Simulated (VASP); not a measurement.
Output of a VASP run:

**OSZICAR**
```
       N       E                     dE             d eps       ncg     rms          rms(c)
DAV:   1    -0.729392446181E+01   -0.72939E+01   -0.36531E-01   421   0.574E+00    0.163E+00
DAV:   2    -0.729894752667E+01   -0.50231E-02   -0.23211E-02   476   0.200E+00    0.107E+00
DAV:   3    -0.729829019778E+01    0.65733E-03   -0.10707E-03   466   0.437E-01    0.641E-01
DAV:   4    -0.729803754828E+01    0.25265E-03   -0.14056E-04   466   0.138E-01    0.373E-01
DAV:   5    -0.729795989385E+01    0.77654E-04   -0.42766E-05   446   0.639E-02    0.215E-01
DAV:   6    -0.729793576576E+01    0.24128E-04   -0.11428E-05   436   0.329E-02    0.124E-01
DAV:   7    -0.729792750523E+01    0.82605E-05   -0.30530E-06   426   0.170E-02    0.715E-02
DAV:   8    -0.729792472309E+01    0.27821E-05   -0.12477E-06   356   0.996E-03    0.412E-02
DAV:   9    -0.729792357723E+01    0.11459E-05   -0.47277E-07   228   0.596E-03    0.239E-02
DAV:  10    -0.729792331306E+01    0.26417E-06   -0.19783E-07   208   0.390E-03
   1 F= -.72979233E+01 E0= -.72979233E+01  d E =-.332732E-11
       N       E                     dE             ncg
```

File OUTCAR:
```
------------------------ aborting loop because EDIFF is reached ----------------------------------------
  FORCE on cell =-STRESS in cart. coord.  units (eV):
  Direction    XX          YY          ZZ          XY          YZ          ZX
  --------------------------------------------------------------------------------------
  Total       -1.1497937     -1.1497937     -1.1497937      0.0000000      0.0000000     -0.0000000
  in kB      -30.8280984    -30.8280984    -30.8280984      0.0000000      0.0000000     -0.0000000
  external PRESSURE =     -30.8280984 kB  Pullay stress =       0.0000000 kB
  volume of cell :       59.76
      direct lattice vectors                 reciprocal lattice vectors
     0.000000000  3.103020086  3.103020086    -0.161133343  0.161133343  0.161133343
     3.103020086  0.000000000  3.103020086     0.161133343 -0.161133343  0.161133343
     3.103020086  3.103020086  0.000000000     0.161133343  0.161133343 -0.161133343
  FREE ENERGIE OF THE ION-ELECTRON SYSTEM (eV)
  ---------------------------------------------------
  free  energy   TOTEN  =        -7.2979233131 eV

  energy  without entropy=       -7.2979233131  energy(sigma->0) =       -7.29792331

  exchange ACFDT corr.  =         0.00000000  see jH, gK, PRB 81, 115126
```
(Selected blocks of OUTCAR.)

**POSCAR**
```
CdSe
1
    0.0000000000     3.1030200861     3.1030200861
    3.1030200861     0.0000000000     3.1030200861
    3.1030200861     3.1030200861     0.0000000000
Cd Se
1 1
Direct
  0.0000000000   0.0000000000   0.0000000000
  0.2500000000   0.2500000000   0.2500000000
```

**Question.** Write an INCAR and KPOINTS that could have produced this output.

**Answer.** Several could match; the one computed here: the input of the run itself, HSEsol screened hybrid, plane waves, VASP's PBE PAW potentials (set 64).

### KPOINTS_OPT
```
named points and PBE's band edges
7
Reciprocal
  0.000000   0.000000   0.000000 1 ! GAMMA
 -0.500000  -0.500000   0.000000 1 ! X
  0.000000   0.000000   0.500000 1 ! L
 -0.500000  -0.250000   0.250000 1 ! W
 -0.375000   0.000000   0.375000 1 ! K
 -0.375000  -0.375000   0.250000 1 ! U
 -0.035710  -0.035710   0.000000 1 ! near an edge
```

INCAR:
```
EDIFF = 1E-6   # SCF stop (eV)
NELM = 60
HFSCREEN = 0.2   # 1/Angstrom
LREAL = F   # projection in real space or not
AEXX = 0.25
LMAXMIX = 4
GGA = PS
LHFCALC = T
ISYM = 3
LCHARG = F
ISIF = 2
ISMEAR = 0
PRECFOCK = Fast
ENCUT = 520   # plane-wave cut-off (eV)
SYSTEM = CdSe
PREC = Accurate
SIGMA = 0.05
LWAVE = F
ALGO = Normal   # blocked Davidson
LASPH = T   # aspherical one-centre terms
```

File KPOINTS:
```
Automatic mesh
0
Gamma
 6 6 6
```

POTCAR, in this order: Cd Se (PBE.64 set). Program: vasp_std. Read from the step before: WAVECAR.

The compound is CdSe in the zinc blende structure, whereas wurtzite is the usual form. It was relaxed first, which changed the volume by +8 %.
